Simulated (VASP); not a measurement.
Calculation: PBEsol GGA, VASP's PBE PAW potentials (set 64) (plane waves; VASP 6.6.1).

Input for VASP

### INCAR
```
EDIFF=1E-7   # SCF stop (eV)
ISMEAR=1
NELM=100
LCHARG=.FALSE.
SYSTEM=HfC
LWAVE=.FALSE.
LASPH=.TRUE.
ENCUT=600
ALGO=Normal   # blocked Davidson
SIGMA=0.1   # width (eV)
GGA=PS   # PBEsol
LREAL=.FALSE.   # projection in real space or not
LMAXMIX=6   # l cut-off of mixed one-centre charges
ISIF=2
PREC=Accurate
```

POSCAR:
```
HfC
1
    0.0000000000     2.3029435902     2.3029435902
    2.3029435902     0.0000000000     2.3029435902
    2.3029435902     2.3029435902     0.0000000000
Hf C
1 1
Direct
  0.0000000000   0.0000000000   0.0000000000
  0.5325670157   0.4674329843   0.4674329843
```

KPOINTS:
```
Regular mesh
0
Gamma
 12 12 12
0 0 0
```

POTCAR, in this order: Hf_pv C (PBE.64 set). Program: vasp_std.

What VASP printed:

### OUTCAR
```
 ion  position               nearest neighbor table
   1  0.000  0.000  0.000-   2 2.15   2 2.31   2 2.31   2 2.31   2 2.31   2 2.45
   2  0.533  0.467  0.467-   1 2.15   1 2.31   1 2.31   1 2.31   1 2.31   1 2.45
  LATTYP: Found a face centered cubic cell.
 ALAT       =     4.6058871804
 Subroutine PRICEL returns:
 Original cell was already a primitive cell.
 Subroutine GETGRP returns: Found  8 space group operations
The static configuration has the point symmetry C_4v.
The dynamic configuration has the point symmetry C_4v.
 Subroutine INISYM returns: Found  8 space group operations
 Subroutine IBZKPT returns following result:
 Found    163 irreducible k-points:

 Following reciprocal coordinates:
            Coordinates               Weight
  0.000000  0.000000  0.000000      1.000000
  0.083333  0.000000  0.000000      8.000000
  0.166667  0.000000  0.000000      8.000000
  0.250000  0.000000  0.000000      8.000000
  0.333333  0.000000  0.000000      8.000000
  0.416667  0.000000  0.000000      8.000000
  0.500000  0.000000  0.000000      4.000000
  0.083333  0.083333  0.000000      4.000000
  0.000000  0.083333  0.083333      2.000000
  0.166667  0.083333  0.000000     16.000000
  0.000000  0.166667  0.083333      8.000000
  0.250000  0.083333  0.000000     16.000000
  0.000000  0.250000  0.083333      8.000000
  0.333333  0.083333  0.000000     16.000000
  0.000000  0.333333  0.083333      8.000000
  0.416667  0.083333  0.000000     16.000000
  0.000000  0.416667  0.083333      8.000000
  0.500000  0.083333  0.000000     16.000000
  0.000000  0.500000  0.083333      8.000000
 -0.416667  0.083333  0.000000     16.000000
  0.000000 -0.416667  0.083333      8.000000
 -0.333333  0.083333  0.000000     16.000000
  0.000000 -0.333333  0.083333      8.000000
 -0.250000  0.083333  0.000000     16.000000
...
```

### OSZICAR
```
       N       E                     dE             d eps       ncg     rms          rms(c)
DAV:   1     0.289049733169E+02    0.28905E+02   -0.85943E+03  3586   0.138E+03
DAV:   2    -0.230417294741E+02   -0.51947E+02   -0.49034E+02  4760   0.234E+02
DAV:   3    -0.250192694318E+02   -0.19775E+01   -0.19456E+01  4592   0.344E+01
DAV:   4    -0.250370696510E+02   -0.17800E-01   -0.17790E-01  4398   0.349E+00
DAV:   5    -0.250372681049E+02   -0.19845E-03   -0.19844E-03  4674   0.308E-01    0.619E+01
DAV:   6    -0.221788554781E+02    0.28584E+01   -0.17460E+01  4031   0.222E+01    0.429E+01
DAV:   7    -0.221176444140E+02    0.61211E-01   -0.58842E-01  4210   0.597E+00    0.239E+01
DAV:   8    -0.221074015521E+02    0.10243E-01   -0.44899E-02  4231   0.205E+00    0.472E+00
DAV:   9    -0.221030126259E+02    0.43889E-02   -0.21356E-02  4066   0.888E-01    0.191E+00
DAV:  10    -0.221027398009E+02    0.27283E-03   -0.90200E-04  4294   0.251E-01    0.410E-01
DAV:  11    -0.221027308395E+02    0.89614E-05   -0.15259E-04  4212   0.928E-02    0.307E-02
DAV:  12    -0.221027294771E+02    0.13625E-05   -0.58559E-06  4260   0.205E-02    0.471E-02
DAV:  13    -0.221027292434E+02    0.23369E-06   -0.25839E-07  3884   0.534E-03    0.287E-03
DAV:  14    -0.221027292276E+02    0.15724E-07   -0.78470E-09  2102   0.900E-04
   1 F= -.22102729E+02 E0= -.22102667E+02  d E =-.188068E-03
```

**OUTCAR**
```
------------------------ aborting loop because EDIFF is reached ----------------------------------------
  FORCE on cell =-STRESS in cart. coord.  units (eV):
  Direction    XX          YY          ZZ          XY          YZ          ZX
  --------------------------------------------------------------------------------------
  Total        1.1067038     -0.0916715     -0.0916715      0.0000000     -0.0000000      0.0000000
  in kB       72.5875432     -6.0126346     -6.0126346      0.0000000     -0.0000000      0.0000000
  external PRESSURE =      20.1874247 kB  Pullay stress =       0.0000000 kB
  volume of cell :       24.43
      direct lattice vectors                 reciprocal lattice vectors
     0.000000000  2.302943590  2.302943590    -0.217113438  0.217113438  0.217113438
     2.302943590  0.000000000  2.302943590     0.217113438 -0.217113438  0.217113438
     2.302943590  2.302943590  0.000000000     0.217113438  0.217113438 -0.217113438
 POSITION                                       TOTAL-FORCE (eV/Angst)
 -----------------------------------------------------------------------------------
      0.00000      0.00000      0.00000        -1.293672      0.000000      0.000000
      2.15294      2.30294      2.30294         1.293672      0.000000      0.000000
 -----------------------------------------------------------------------------------
    total drift:                                0.000063     -0.000000     -0.000000
  FREE ENERGIE OF THE ION-ELECTRON SYSTEM (eV)
  ---------------------------------------------------
  free  energy   TOTEN  =       -22.1027292276 eV

  energy  without entropy=      -22.1025411592  energy(sigma->0) =      -22.10266654
```
(Selected blocks of OUTCAR.)

File OUTCAR:
```
 val. band max:        6.0809578512   @ k =   0.0000   0.4167   0.3333

 cond. band min:       6.1232021659   @ k =   0.0000   0.5000   0.4167


 Fermi energy:         6.0958790178

 k-point     1 :       0.0000    0.0000    0.0000
  band No.  band energies     occupation
      1     -23.3393      2.00000
      2     -23.3380      2.00000
      3     -23.3380      2.00000
      4      -6.3875      2.00000
      5       6.2774     -0.02769
      6       6.2774     -0.02769
      7       6.5815     -0.00000
      8       7.3771     -0.00000
      9       8.2491      0.00000
     10       8.2491      0.00000
     11       9.4831      0.00000

 k-point     2 :       0.0833    0.0000    0.0000
  band No.  band energies     occupation
      1     -23.3940      2.00000
      2     -23.3437      2.00000
      3     -23.3433      2.00000
      4      -6.2036      2.00000
      5       5.4326      2.00000
      6       5.9047      2.02107
      7       6.3479     -0.00212
      8       7.5391     -0.00000
      9       8.0437     -0.00000
     10       8.3426      0.00000
     11      10.4351      0.00000

 k-point     3 :       0.1667    0.0000    0.0000
  band No.  band energies     occupation
      1     -23.5415      2.00000
      2     -23.3580      2.00000
      3     -23.3577      2.00000
      4      -5.6797      2.00000
      5       4.1664      2.00000
      6       5.0423      2.00000
      7       5.3062      2.00000
      8       8.0819     -0.00000
      9       8.3434      0.00000
     10       8.6806      0.00000
     11      12.0855      0.00000

 k-point     4 :       0.2500    0.0000    0.0000
  band No.  band energies     occupation
      1     -23.7360      2.00000
      2     -23.3775      2.00000
      3     -23.3773      2.00000
      4      -4.8910      2.00000
      5       2.8139      2.00000
      6       4.1789      2.00000
      7       4.3172      2.00000
      8       8.8077      0.00000
      9       9.1008      0.00000
...
```

Unless said otherwise, spin-orbit coupling is left out, though it shifts the bands of the heavy elements here.

The compound is HfC in the rock salt structure. This cell was strained or had an atom moved on purpose.
